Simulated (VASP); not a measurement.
# Zn2P: structure and properties in VASP

Wanted: the relaxed cell of Zn2P and its properties. The steps: rough relaxation of the start cell, relaxing cell and atoms (PW91 + D4), density, ELF and potential (PW91 + D4), bands along the symmetry lines (PW91 + D4), density of states (PW91 + D4), field gradients at the nuclei (PW91 + D4), volume scan with PW91 + D4, fit for PW91 + D4 and core-level energies (PW91 + D4). The cell is invented: other elements were put on sites of a known structure type. It may not be a known or stable phase.

Main program and level: VASP 6.6.1; PW91 with D4; plane waves and PAW (Zn, P); invented cell.

Most raw output is cut from this account.

### 1. Starting point

Before any relaxation, the start is as follows. Symmetry: P-3m1, No. 164, trigonal system. The conventional cell has a = 3.172 Å, b = 3.172 Å, c = 5.052 Å, α = 90.00°, β = 90.00°, γ = 120.00°. Nearest to Zn lie 3 P at 2.23 Å. P has 6 Zn at 2.23 Å nearest. Farther neighbours are not listed.

### 2. Rough relaxation of the start cell

The start is only an estimate, so a cheap relaxation brings it near a minimum before any careful run. PW91 is the forerunner of PBE and gives much the same. A dispersion term adds the long-range attraction that semilocal functionals lack. D4 lets the coefficients depend on atomic charges too.

Input file INCAR:

```
SYSTEM = Zn2P
PREC = Normal
ENCUT = 400
EDIFF = 1E-05
NELM = 60
ISMEAR = -1
SIGMA = 0.05
LREAL = .FALSE.
ALGO = Fast
GGA = 91
IVDW = 13
VDW_S6 = 1
VDW_S8 = 0.77283111
VDW_A1 = 0.39581542
VDW_A2 = 4.93405761
NBANDS = 20
LORBIT = 11
LWAVE = .FALSE.
LCHARG = .FALSE.
IBRION = 2
NSW = 40
ISIF = 3
EDIFFG = -0.04
```

Input file POSCAR:

```
Zn2P
1.0
    3.1719268400      0.0000000000      0.0000000000
   -1.5859634200      2.7469692300      0.0000000000
    0.0000000000      0.0000000000      5.0515520200
Zn P
2 1
Direct
    0.3333333300      0.6666666700      0.2520099900
    0.6666666700      0.3333333300      0.7479900100
    0.0000000000      0.0000000000      0.0000000000
```

Input file KPOINTS:

```
Automatic mesh
0
Gamma
6 6 3
0 0 0
```

Potentials, in the order of the species: Zn and P (PBE family, release 64).

Command:

```bash
> mpirun -np 1 vasp_std
```

Wall time 64 s (1 MPI rank of AMD EPYC 7R43, shared host); peak memory 0.09 GiB.

This run has no spin polarisation. Its electron count is odd, so without a moment it is a metal by construction. The k-mesh is coarse for a metal. This relaxation is a rough one on cheap settings, only to bring the start near its minimum. The PAW data sets were made with PBE, which is usual practice but a small mismatch for other functionals. After so large a change of volume the plane waves of the start cell no longer fit, so the final stress carries a basis-set error. The run keeps the 12 symmetry operations of its start, so it cannot find a distortion of lower symmetry.

Step by step:

```tsv
step	energy less that of the first step (eV)	largest force (eV/Å)	pressure (GPa)	volume (Å³)
1	0.0000	3.3528	28.87	44.02
2	-0.9110	0.2700	-9.04	62.96
3	-1.1583	0.5196	-2.46	55.03
4	-1.1582	0.4716	-3.56	55.32
5	-1.3507	0.4917	-2.69	53.71
6	-1.7571	0.0532	1.34	48.32
7	-1.7523	0.0949	3.01	47.43
8	-1.7589	0.0670	1.91	47.95
9	-1.7638	0.1703	-0.74	49.61
10	-1.7683	0.1311	-0.42	48.93
11	-1.7680	0.1209	0.67	48.74
12	-1.7682	0.1287	0.78	48.83
13	-1.7683	0.1313	0.57	48.88
14	-1.7683	0.1326	0.08	48.91
15	-1.7705	0.0795	0.89	49.04
16	-1.7714	0.0619	0.46	49.46
17	-1.7719	0.0246	-0.41	49.37
18	-1.7718	0.0311	0.29	49.20
19	-1.7720	0.0040	0.52	49.29
20	-1.7720	0.0135	0.23	49.32
```

```tsv
cell as run	before	after	change
a (Å)	3.172	3.678	+15.9 %
b (Å)	3.172	3.678	+15.9 %
c (Å)	5.052	4.210	-16.7 %
volume (Å³/atom)	14.67	16.44	+12.0 %
```

The atoms that moved most (Å, as changes of fractional coordinates times the final cell):

```tsv
atom	dx	dy	dz	length
Zn1	0.000	0.000	0.176	0.176
Zn2	0.000	0.000	-0.176	0.176
```

The relaxed structure:

```xyz
3
Lattice="3.6777 0.0000 0.0000 -1.8388 3.1850 0.0000 0.0000 0.0000 4.2102" Properties=species:S:1:pos:R:3 pbc="T T T"
Zn    0.0000    2.1233    1.2374
Zn    1.8388    1.0617    2.9727
P     0.0000    0.0000    0.0000
```

Numbers from this step:

```yaml
electrons: 29
bands: 20
irreducible_k_points: 17
symmetry_operations: 12
free_energy_toten: -8.289 eV
energy_at_zero_smearing: -8.285 eV
fermi_energy: 3.789 eV
pressure: 0.2341 GPa
metallic: yes
scf_cycles_over_all_ionic_steps: 145
```

It ends with a largest force of 0.013 eV/Å and a pressure of 0.23 GPa.

### 3. Relaxing cell and atoms (PW91 + D4)

Properties are meant for the cell that this level of theory prefers, so cell and atoms are relaxed first (ISIF = 3) until forces and stress are small; EDIFFG sets the threshold.

Input file INCAR:

```
SYSTEM = Zn2P
PREC = Accurate
ENCUT = 400
EDIFF = 1E-06
NELM = 100
ISMEAR = -1
SIGMA = 0.05
LREAL = .FALSE.
ALGO = Normal
GGA = 91
IVDW = 13
VDW_S6 = 1
VDW_S8 = 0.77283111
VDW_A1 = 0.39581542
VDW_A2 = 4.93405761
NBANDS = 20
LORBIT = 11
LWAVE = .FALSE.
LCHARG = .FALSE.
IBRION = 2
NSW = 60
ISIF = 3
EDIFFG = -0.01
```

Input file POSCAR:

```
Zn2P
1.0
    3.6776872563      0.0000000000      0.0000000000
   -1.8388436282      3.1849706025      0.0000000000
    0.0000000000      0.0000000000      4.2101822781
Zn P
2 1
Direct
    0.3333333300      0.6666666700      0.2939177521
    0.6666666700      0.3333333300      0.7060822479
    0.0000000000      0.0000000000      0.0000000000
```

Input file KPOINTS:

```
Automatic mesh
0
Gamma
6 6 5
0 0 0
```

Command:

```bash
> mpirun -np 1 vasp_std
```

Run time: 3.4 min. Hardware: 1 MPI rank; peak memory 0.11 GiB.

Relaxation path:

```tsv
step	energy less that of the first step (eV)	largest force (eV/Å)	pressure (GPa)	volume (Å³)
1	0.0000	0.0967	0.75	49.32
2	-0.0178	0.1075	-0.14	49.86
3	-0.0266	0.1390	-1.14	50.46
4	-0.0272	0.1478	-1.69	50.64
5	-0.0345	0.0410	0.00	49.67
6	-0.0347	0.0574	-0.16	49.79
7	-0.0347	0.0595	-0.28	49.81
8	-0.0353	0.0401	-0.11	49.68
9	-0.0353	0.0321	0.07	49.63
10	-0.0353	0.0340	0.10	49.64
11	-0.0353	0.0363	0.06	49.66
12	-0.0353	0.0348	0.08	49.65
13	-0.0354	0.0263	-0.01	49.70
14	-0.0355	0.0211	-0.01	49.74
15	-0.0356	0.0106	0.00	49.80
16	-0.0355	0.0104	-0.11	49.93
17	-0.0356	0.0034	-0.12	49.85
18	-0.0356	0.0062	-0.07	49.83
19	-0.0356	0.0049	0.03	49.76
```

```tsv
conventional cell, symmetrised	before	after	change
a (Å)	3.678	3.774	+2.6 %
b (Å)	3.678	3.774	+2.6 %
c (Å)	4.210	4.035	-4.2 %
volume (Å³/atom)	16.44	16.59	+0.9 %
```

The atoms that moved most (Å, as changes of fractional coordinates times the final cell):

```tsv
atom	dx	dy	dz	length
Zn2	0.000	0.000	0.031	0.031
Zn1	0.000	0.000	-0.031	0.031
```

Final coordinates:

```
Zn P
1.0
     3.77362    0.00000    0.00000
    -1.88681    3.26805    0.00000
     0.00000    0.00000    4.03485
Zn P
2 1
Direct
  0.33333 0.66667 0.28615
  0.66667 0.33333 0.71385
  0.00000 0.00000 0.00000
```

This step gave:

```
irreducible k-points            : 27
free energy (TOTEN)             : -8.208 eV
energy at zero smearing         : -8.205 eV
Fermi energy                    : 4.031 eV
pressure                        : 0.03346 GPa
SCF cycles over all ionic steps : 119
```

It ends with a largest force of 0.005 eV/Å and a pressure of 0.03 GPa.

### 4. Density, ELF and potential (PW91 + D4)

A single point on the relaxed cell gives a clean self-consistent state, with density, ELF and potential written out.

INCAR, as its differences from that of step 3:

```diff
@@ -18,6 +18,5 @@
 LWAVE = .FALSE.
-LCHARG = .FALSE.
-IBRION = 2
-NSW = 60
-ISIF = 3
-EDIFFG = -0.01
+LCHARG = .TRUE.
+ISIF = 2
+LELF = .TRUE.
+LVHAR = .TRUE.
```

Input file POSCAR:

```
Zn2P
1.0
    3.7736185074      0.0000000000      0.0000000000
   -1.8868092538      3.2680495039      0.0000000000
    0.0000000000      0.0000000000      4.0348465336
Zn P
2 1
Direct
    0.3333333300      0.6666666700      0.2861473493
    0.6666666700      0.3333333300      0.7138526507
    0.0000000000      0.0000000000      0.0000000000
```

KPOINTS is that of step 3.

Command:

```bash
> mpirun -np 1 vasp_std
```

Wall time 54 s (1 MPI rank); peak memory 0.12 GiB.

Numbers from this step:

```
SCF cycles              : 12
free energy (TOTEN)     : -8.210 eV
energy at zero smearing : -8.207 eV
pressure                : -0.003169 GPa
```

Valence electrons inside each PAW sphere by angular momentum. Sphere charges, by row:

```tsv
atom	s (e)	p (e)	d (e)	tot (e)
Zn1	0.612	0.396	9.751	10.76
Zn2	0.612	0.396	9.751	10.76
P3	1.05	1.446	0	2.497
```

Electrostatic potential energy in the ac plane at fractional y = 0.000, with atoms of P within 0.2 Å of it. With pseudopotentials it is smooth inside the atoms' cores, unlike the true potential.

Ten even steps from '0' (-80 eV) to '9' (4 eV), each cell a mean:
```
00389999999720
13689999999852
78899999999987
99999999999999
99999999999999
99999999999999
99999999999999
99999999999999
99999999999999
99999999999999
88999999999988
45799999999875
01489999999730
00279999999610
```
Columns run along a (3.8 Å; values clipped at the 3rd and 97th percentile), rows up along c (4.0 Å). Atoms in or near the plane, at fractional coordinates: P at (0.00, 0.00).

ELF in the ac plane at fractional y = 0.000, with atoms of P within 0.2 Å of it. It is the smooth field of the valence electrons, not physical close to the nuclei.

Ten even steps from '0' (0.05) to '9' (0.81), each cell a mean:
```
36998421258985
78997421258998
99985211236899
77753211224677
33332222222333
11112222222111
00012222221000
00012222222100
32222222222222
66543222223566
89875211235899
89996311247998
46998421258986
14898521269983
```
Columns run along a (3.8 Å), rows up along c (4.0 Å). Atoms in or near the plane, at fractional coordinates: P at (0.00, 0.00).

Valence density in the ac plane at fractional y = 0.000, with atoms of P within 0.2 Å of it. It is the smooth field of the valence electrons, not physical close to the nuclei.

Ten even steps from '_' (-0.23 e/Å³) to '@' (0.69 e/Å³), each cell a mean:
```
--**@@%%**========++**@@@@++
%%@@@@##++========++**%%@@@@
%%%%##++++==========++**##%%
++++++==================++++
==------==============------
----------==========--------
----------========----------
----------========----------
--------============--------
============================
####**++++==========++++**##
@@@@%%**++==========++##@@@@
==##@@%%**========++**@@@@**
__==@@@@**====--==++##@@%%--
```
Columns run along a (3.8 Å), rows up along c (4.0 Å). Atoms in or near the plane, at fractional coordinates: P at (0.00, 0.00).

In this run the pressure is 0.00 GPa, small enough to go on.

### 5. Bands along the symmetry lines (PW91 + D4)

The mesh alone shows little of the dispersion and can miss band extrema, so KPOINTS_OPT adds a path through the symmetry points after the self-consistent cycle.

INCAR, as its differences from that of step 4:

```diff
@@ -15,8 +15,5 @@
 VDW_A2 = 4.93405761
-NBANDS = 20
+NBANDS = 27
 LORBIT = 11
 LWAVE = .FALSE.
-LCHARG = .TRUE.
-ISIF = 2
-LELF = .TRUE.
-LVHAR = .TRUE.
+LCHARG = .FALSE.
```

POSCAR is that of step 4.

KPOINTS is that of step 4.

Input file KPOINTS_OPT:

```
Line mode
16
Line-mode
Reciprocal
  0.00000000   0.00000000   0.00000000 GAMMA
  0.50000000   0.00000000   0.00000000 M

  0.50000000   0.00000000   0.00000000 M
  0.33333333   0.33333333   0.00000000 K

  0.33333333   0.33333333   0.00000000 K
  0.00000000   0.00000000   0.00000000 GAMMA

  0.00000000   0.00000000   0.00000000 GAMMA
  0.00000000   0.00000000   0.50000000 A

  0.00000000   0.00000000   0.50000000 A
  0.50000000   0.00000000   0.50000000 L

  0.50000000   0.00000000   0.50000000 L
  0.33333333   0.33333333   0.50000000 H

  0.33333333   0.33333333   0.50000000 H
  0.00000000   0.00000000   0.50000000 A

  0.50000000   0.00000000   0.50000000 L
  0.50000000   0.00000000   0.00000000 M

  0.33333333   0.33333333   0.00000000 K
  0.33333333   0.33333333   0.50000000 H
```

Command:

```bash
> mpirun -np 1 vasp_std
```

It took 3.6 min on 1 MPI rank; peak memory 0.14 GiB.

Numbers from this step:

| Quantity | Value |
| --- | --- |
| bands | 27 |
| pressure | 0.01333 GPa |

Electronic bands along the path, in eV, zero at the Fermi level; # counts the bands kept:

```tsv
point	#11	#12	#13	#14	#15	#16	#17	#18
Γ	-2.70	-2.39	-0.21	-0.21	2.97	3.36	3.36	6.97
0.47 of the way	-3.80	-2.01	-1.44	-1.17	1.67	5.44	5.74	6.44
M	-6.51	-2.41	-1.12	-0.32	1.63	2.92	4.99	7.70
0.47 of the way	-6.43	-4.04	-1.01	1.38	1.89	3.23	5.39	6.03
K	-5.90	-5.90	-0.86	2.75	2.75	3.68	4.28	4.28
0.47 of the way	-4.43	-3.18	-1.59	-0.47	2.87	4.31	5.74	6.41
Γ	-2.70	-2.39	-0.21	-0.21	2.97	3.36	3.36	6.97
0.47 of the way	-5.40	-0.16	-0.16	0.55	3.43	3.88	3.88	7.14
A	-6.62	-0.08	-0.08	2.74	3.00	4.95	4.95	7.15
0.47 of the way	-6.23	-2.86	-0.70	0.70	2.97	4.07	4.08	6.45
L	-5.56	-4.16	-3.26	-1.26	2.03	3.08	3.44	10.52
0.47 of the way	-5.29	-3.92	-3.10	-2.53	0.41	3.84	6.28	9.10
H	-4.45	-4.45	-3.31	-2.05	-2.05	6.88	6.88	8.49
0.47 of the way	-5.79	-3.53	-1.89	0.08	1.23	4.30	5.46	6.63
A	-6.62	-0.08	-0.08	2.74	3.00	4.95	4.95	7.15
jump to L	-5.56	-4.16	-3.26	-1.26	2.03	3.08	3.44	10.52
0.47 of the way	-6.19	-3.12	-1.85	-1.62	1.18	4.45	4.49	7.78
M	-6.51	-2.41	-1.12	-0.32	1.63	2.92	4.99	7.70
jump to K	-5.90	-5.90	-0.86	2.75	2.75	3.68	4.28	4.28
0.47 of the way	-5.41	-5.41	-2.15	0.08	0.08	5.74	6.27	6.27
H	-4.45	-4.45	-3.31	-2.05	-2.05	6.88	6.88	8.49
```

Of the projections kept (Zn, P), the largest for each band there; the rest of the weight can lie on other orbitals:

```tsv
point	#11	#12	#13	#14	#15	#16	#17	#18
Γ	Zn 0.65	Zn 0.54	P 0.67	P 0.67	Zn 0.67	Zn 1.00	Zn 1.00	Zn 0.90
M	Zn 0.91	P 0.56	P 0.71	Zn 0.80	Zn 0.74	Zn 0.93	Zn 1.00	Zn 1.00
K	Zn 0.77	Zn 0.77	P 0.74	Zn 0.70	Zn 0.70	Zn 0.65	Zn 0.96	Zn 0.96
Γ	Zn 0.65	Zn 0.54	P 0.67	P 0.67	Zn 0.67	Zn 1.00	Zn 1.00	Zn 0.90
A	Zn 0.97	P 0.72	P 0.72	Zn 0.50	P 0.63	Zn 1.00	Zn 1.00	Zn 0.96
L	Zn 0.69	Zn 0.63	Zn 1.00	P 0.60	Zn 0.83	Zn 1.00	Zn 0.71	P 0.66
```

There is no gap at this level.

Of the bands kept, 2 cross the Fermi level on this path.

### 6. Density of states (PW91 + D4)

A density of states needs more k-points than a total energy; ISMEAR = -5 takes tetrahedra, and LORBIT projects the states on the PAW spheres. The mesh is finer than in the run before.

INCAR, as its differences from that of step 5:

```diff
@@ -5,3 +5,3 @@
 NELM = 100
-ISMEAR = -1
+ISMEAR = -5
 SIGMA = 0.05
@@ -19 +19,2 @@
 LCHARG = .FALSE.
+NEDOS = 2001
```

POSCAR is that of step 5.

Input file KPOINTS:

```
Automatic mesh
0
Gamma
9 9 7
0 0 0
```

Command:

```bash
> mpirun -np 1 vasp_std
```

It took 2.2 min on 1 MPI rank; peak memory 0.15 GiB.

With tetrahedra the forces and stress of a metal are not exact derivatives of the energy.

This step gave:

| Property | Result |
| --- | --- |
| SCF cycles | 13 |
| irreducible k-points | 69 |
| Fermi energy | 3.976 eV |
| pressure | -0.07130 GPa |
| DOS at the Fermi level | 0.8964 states/eV/cell |

The density of states has structure finer than the step of the table below, so its rows give means over 1 eV, whole bins alone (the curve runs from -12.0 to 8.00 eV). Peaks (eV: height): total -7.8: 18.7, -7.6: 22.0, -7.5: 24.3, -7.4: 33.1, -7.1: 49.1; Zn d -7.6: 19.9, -7.4: 31.0, -7.1: 47.4.

States under -12.0 eV and over 8.0 eV are left out. The density of states by energy, zero at the Fermi level; means over each step; values in states/eV/cell:

```tsv
energy (eV)	total	Zn d
-11	1.51	0.144
-10	0.0188	0.00306
-9	0	0
-8	5.45	4.61
-7	14.5	13.7
-6	0.830	0.293
-5	1.11	0.232
-4	1.09	0.138
-3	1.07	0.100
-2	1.38	0.113
-1	1.12	0.0843
0	0.962	0.0525
1	0.901	0.0469
2	1.16	0.0687
3	0.649	0.0295
4	1.56	0.0693
5	1.49	0.0959
6	1.21	0.0989
7	1.30	0.112
```

The finer mesh and the other smearing move the Fermi level by -0.05 eV from the 6×6×5 run, one measure of the sampling error in the zero of the bands above.

### 7. Field gradients at the nuclei (PW91 + D4)

Field gradients probe how far the charge around each nucleus departs from cubic symmetry; LASPH keeps the non-spherical terms inside the spheres.

Input file INCAR:

```
SYSTEM = Zn2P
PREC = Accurate
ENCUT = 400
EDIFF = 1E-07
NELM = 100
ISMEAR = -1
SIGMA = 0.05
LREAL = .FALSE.
ALGO = Normal
GGA = 91
IVDW = 13
VDW_S6 = 1
VDW_S8 = 0.77283111
VDW_A1 = 0.39581542
VDW_A2 = 4.93405761
NBANDS = 20
LORBIT = 11
LWAVE = .FALSE.
LCHARG = .FALSE.
LEFG = .TRUE.
LASPH = .TRUE.
```

POSCAR is that of step 6.

Input file KPOINTS:

```
Automatic mesh
0
Gamma
6 6 5
0 0 0
```

Command:

```bash
> mpirun -np 1 vasp_std
```

Wall time 57 s (1 MPI rank); peak memory 0.12 GiB.

Numbers from this step:

```yaml
scf_cycles: 14
bands: 20
irreducible_k_points: 27
free_energy_toten: -8.211 eV
energy_at_zero_smearing: -8.208 eV
fermi_energy: 4.031 eV
pressure: 0.05840 GPa
```

Electric field gradients, by row:

```tsv
atom	Vxx (V/Å²)	Vyy (V/Å²)	Vzz (V/Å²)	asymmetry
Zn1	-17.41	-17.4	34.81	0
Zn2	-17.41	-17.4	34.81	0
P3	-23.23	-23.23	46.46	0
```

The largest gradient, 46.46 V/Å², sits on P3; the stable nuclei of P have no quadrupole moment in their ground state, so NMR and NQR don't see it.

### 8. Volume scan with PW91 + D4

An equation of state needs energies on both sides of the minimum, all on one mesh and cutoff.

INCAR, as its differences from that of step 7:

```diff
@@ -3,3 +3,3 @@
 ENCUT = 400
-EDIFF = 1E-07
+EDIFF = 1E-06
 NELM = 100
@@ -19,3 +19,2 @@
 LCHARG = .FALSE.
-LEFG = .TRUE.
-LASPH = .TRUE.
+ISIF = 2
```

Input file POSCAR:

```
Zn2P
1.0
    3.6965842694      0.0000000000      0.0000000000
   -1.8482921348      3.2013358966      0.0000000000
    0.0000000000      0.0000000000      3.9524796151
Zn P
2 1
Direct
    0.3333333300      0.6666666700      0.2861473493
    0.6666666700      0.3333333300      0.7138526507
    0.0000000000      0.0000000000      0.0000000000
```

KPOINTS is that of step 7.

Command:

```bash
> mpirun -np 1 vasp_std
```

The job ended after 35 s (1 MPI rank; peak memory 0.1 GiB).

The scan keeps the cell's shape and the fractional positions fixed.

Numbers from this step:

- SCF cycles: 12
- free energy (TOTEN): -8.151 eV
- energy at zero smearing: -8.148 eV
- Fermi energy: 4.604 eV
- pressure: 5.760 GPa

Force by atom:

```tsv
atom	x (eV/Å)	y (eV/Å)	z (eV/Å)	size
Zn1	0.000	0.000	0.213	0.213
Zn2	0.000	0.000	-0.213	0.213
P3	0.000	0.000	0.000	0.000
```

The pressure here is 5.76 GPa.

### 9. Volume scan with PW91 + D4 (run 2)

INCAR is that of step 8.

Input file POSCAR:

```
Zn2P
1.0
    3.7226174107      0.0000000000      0.0000000000
   -1.8613087055      3.2238812584      0.0000000000
    0.0000000000      0.0000000000      3.9803148957
Zn P
2 1
Direct
    0.3333333300      0.6666666700      0.2861473493
    0.6666666700      0.3333333300      0.7138526507
    0.0000000000      0.0000000000      0.0000000000
```

KPOINTS is that of step 8.

Command:

```bash
> mpirun -np 1 vasp_std
```

Wall time 33 s (1 MPI rank); peak memory 0.11 GiB.

This step gave:

- free energy (TOTEN): -8.183 eV
- energy at zero smearing: -8.180 eV
- Fermi energy: 4.405 eV
- pressure: 3.614 GPa

Force by atom:

```tsv
atom	x (eV/Å)	y (eV/Å)	z (eV/Å)	size
Zn1	0.000	0.000	0.138	0.138
Zn2	0.000	0.000	-0.138	0.138
P3	0.000	0.000	0.000	0.000
```

The pressure falls from 5.76 to 3.61 GPa.

The run ends at a pressure of 3.61 GPa, with forces up to 0.14 eV/Å.

### 10. Volume scan with PW91 + D4 (run 3)

INCAR is that of step 9.

Input file POSCAR:

```
Zn2P
1.0
    3.7482914456      0.0000000000      0.0000000000
   -1.8741457229      3.2461156249      0.0000000000
    0.0000000000      0.0000000000      4.0077662107
Zn P
2 1
Direct
    0.3333333300      0.6666666700      0.2861473493
    0.6666666700      0.3333333300      0.7138526507
    0.0000000000      0.0000000000      0.0000000000
```

KPOINTS is that of step 9.

Command:

```bash
> mpirun -np 1 vasp_std
```

Elapsed: 44 s, on 1 MPI rank; peak memory 0.11 GiB.

The pressure falls from 3.61 to 1.69 GPa.

The run ends at a pressure of 1.69 GPa, with forces up to 0.069 eV/Å.

(Continued in part 2 of 2.)

[Lines on the potential files, build, host, timing and source positions are cut from VASP's logs without a mark.]

[Logs are printed without paths, hosts, clocks, repeated set-up lines and the standing remarks that a program may print on its own settings, such as how far it seeks lower states.]

[Hosts, paths, dates, database ids (printed as entryN), source tags and the programs' standing remarks are cut or masked in the printed files.]

[A measured line is paired with the nearest computed mode of its activity, which favours agreement.]
